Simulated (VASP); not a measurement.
```yaml
crystal:
  lattice:
    - [4.03335, 0.00000, 0.00000]
    - [0.00000, 4.03335, 0.00000]
    - [0.00000, 0.00000, 4.03335]
  atoms:
    - { symbol: K, position: [0.00000, 0.00000, 0.00000] }
    - { symbol: Zn, position: [0.50000, 0.50000, 0.50000] }
    - { symbol: F, position: [0.50000, 0.00000, 0.50000] }
    - { symbol: F, position: [0.00000, 0.50000, 0.50000] }
    - { symbol: F, position: [0.50000, 0.50000, 0.00000] }
```

Calculation: vdW-DF-cx, VASP's PBE PAW potentials (set 64) (plane waves; VASP). Numerical set-up: 520 eV cut-off, 6×6×6 Γ-centred mesh, Gaussian smearing of 0.050 eV, potentials K_sv Zn F.

Problem. Predict the energy per atom (σ→0), pressure, band gap (on the k-mesh) with the smallest direct gap where there is one.

Solution. 
```
Property                                      Value
-----------------------------------  --------------
band gap (on the k-mesh)                    3.85 eV
smallest direct gap (on the k-mesh)         5.78 eV
energy per atom (σ→0)                -1.891 eV/atom
pressure                                   2.66 GPa
```

The absolute energy has meaning only against runs of the same code, potentials and settings.

The compound is KZnF3 in the cubic perovskite structure. This cell is one point of a volume scan, at 0.97 of the reference volume.
